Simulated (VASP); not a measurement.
Runs of VASP 6.6.1 on Pb. The structure is cubic, space group Fm-3m (No. 225). The conventional cell has a = 4.950 Å, b = 4.950 Å, c = 4.950 Å, α = 90.00°, β = 90.00°, γ = 90.00°. Around Pb (site symmetry m-3m) lie 12 Pb at 3.50 Å. 

```csv
task,level,potentials or basis,cell,k mesh,cutoff (eV),mesh quality,gap on the mesh (eV),pressure (GPa),relaxed volume (Å³/atom)
relaxation of cell and atoms,LDA,"VASP PAW LDA potentials, release 64 (Pb_d)",relaxed,14 × 14 × 14,600,not flagged,none,0.0,29.16
relaxation of cell and atoms,PBE,"VASP PAW PBE potentials, release 64 (Pb_d)",relaxed,14 × 14 × 14,600,not flagged,none,0.0,32.00
relaxation of cell and atoms,PBE+D3(BJ),"VASP PAW PBE potentials, release 64 (Pb_d)",relaxed,14 × 14 × 14,600,not flagged,none,0.0,30.48
relaxation of cell and atoms,RPBE,"VASP PAW PBE potentials, release 64 (Pb_d)",relaxed,14 × 14 × 14,600,not flagged,none,0.0,33.27
relaxation of cell and atoms,PBEsol,"VASP PAW PBE potentials, release 64 (Pb_d)",relaxed,14 × 14 × 14,600,not flagged,none,0.0,30.04
relaxation of cell and atoms,PBEsol,"VASP PAW PBE potentials, release 64 (Pb_d)",relaxed,6 × 6 × 6,600,coarse,none,0.0,30.58
relaxation of cell and atoms,PBEsol,"VASP PAW PBE potentials, release 64 (Pb_d)",relaxed,14 × 14 × 14,480,not flagged,none,0.0,(a)
relaxation of cell and atoms,PBEsol,"VASP PAW PBE potentials, release 64 (Pb_d)",relaxed,14 × 14 × 14,300,not flagged,none,0.0,(b)
relaxation of cell and atoms,PBEsol,"VASP PAW PBE potentials, release 64 (Pb)",relaxed,14 × 14 × 14,580,not flagged,none,0.0,(c)
single point,PBEsol,"VASP PAW PBE potentials, release 64 (Pb_d)",as given,14 × 14 × 14,520,not flagged,none,-0.5,-
```

Alike in all rows: no spin polarisation; smearing gaussian 0.1 eV.

**Question.** Fill in the values left out.

**Answer.** (a) 30.01; (b) 29.62; (c) 29.94.

Caveats: some runs use coarse meshes; the PAW data sets were made with another functional, which shifts forces and pressure a little (some runs); pairwise dispersion overbinds metals, which lowers pressure and volume (some runs).

A k mesh can miss the band edges, and the runs leave out spin-orbit coupling on Pb.

A gap of «none» marks a metal or a gap under the smearing width.

Not every run made on this cell is shown here.
